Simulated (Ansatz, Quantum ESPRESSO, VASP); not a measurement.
One structure in several programs: Be₅Co (P1, 6 atoms in the cell)

Self-consistent single point, at a second geometry (atoms moved at random). First geometry:

```
CELL_PARAMETERS angstrom
      0.00000     2.88393     2.88393
      2.88393     0.00000     2.88393
      2.88393     2.88393     0.00000
ATOMIC_POSITIONS crystal
  Be 0.25000 0.25000 0.25000
  Be 0.62557 0.62557 0.12329
  Be 0.62557 0.12329 0.62557
  Be 0.62557 0.62557 0.62557
  Be 0.12329 0.62557 0.62557
  Co 0.00000 0.00000 0.00000
```

Second geometry:
```xyz
6
Lattice="0.0000 2.8839 2.8839 2.8839 0.0000 2.8839 2.8839 2.8839 0.0000" Properties=species:S:1:pos:R:3 pbc="T T T"
Be     1.4734     1.4318     1.4877
Be     2.1689     2.1496     3.6094
Be     2.1369     3.6371     2.1538
Be     3.5836     3.5948     3.5451
Be     3.5615     2.1730     2.1798
Co     0.0532    -0.0087     0.0019
```

Shared settings, as Ansatz (a quantum-chemistry and plane-wave program) writes them: kpoints.mp_grid.grid = 8 8 8; scf.occupations.method = fermi_dirac; scf.occupations.width = 0.0073 Ry. Potentials and cutoffs stand in the table.

```json
[
 {"code": "VASP", "model": "LDA (PZ), VASP's LDA PAW potentials (set 64)", "ΔF from the first geometry (meV/atom)": "16.2", "pressure (GPa)": "-5.85", "largest force (eV/Å)": "1.263", "cutoff": "300 eV"},
 {"code": "Ansatz", "model": "LDA (PW92), PAW files made with PBE", "ΔF from the first geometry (meV/atom)": "16.3", "pressure (GPa)": "-6.71", "largest force (eV/Å)": "1.268", "cutoff": "30.9 Ry"},
 {"code": "Quantum ESPRESSO", "model": "LDA (PZ), PSlibrary ultrasoft (LDA) pseudopotentials", "ΔF from the first geometry (meV/atom)": "16.5", "pressure (GPa)": "-5.75", "largest force (eV/Å)": "1.287", "cutoff": "55 Ry"}
]
```

Size of the force on each atom (eV/Å): Sizes of forces hide their directions.

```json
[
 {"code": "VASP", "Be1": "0.297", "Be2": "0.364", "Be3": "0.376", "Be4": "1.263", "Be5": "1.123", "Co6": "0.574"},
 {"code": "Ansatz", "Be1": "0.294", "Be2": "0.366", "Be3": "0.373", "Be4": "1.268", "Be5": "1.128", "Co6": "0.578"},
 {"code": "Quantum ESPRESSO", "Be1": "0.300", "Be2": "0.372", "Be3": "0.374", "Be4": "1.287", "Be5": "1.146", "Co6": "0.586"}
]
```

On Ansatz's run: spin polarisation is off.

The spread over the programs that give each value: ΔF from the first geometry within 0.3 meV/atom; pressure within 0.96 GPa; largest force within 0.024 eV/Å.

Ansatz's pressure is given at a fixed set of plane waves, as the other plane-wave codes print theirs; with its correction for the finite basis it is -6.67 GPa. The same LDA comes in different parametrisations, which differ slightly.

VASP's run is marked for a possible Pulay error in its stress at this cutoff; no cutoff test was made.

The starting cell comes from a database of computed structures (which also holds hypothetical and non-ambient phases and stackings), without a prior relaxation at this level. For this run, on top of that: atoms moved at random.

Left out of this page: CP2K and SIESTA (not drawn, or without a comparable value).

Keys are those of Ansatz 0.2.
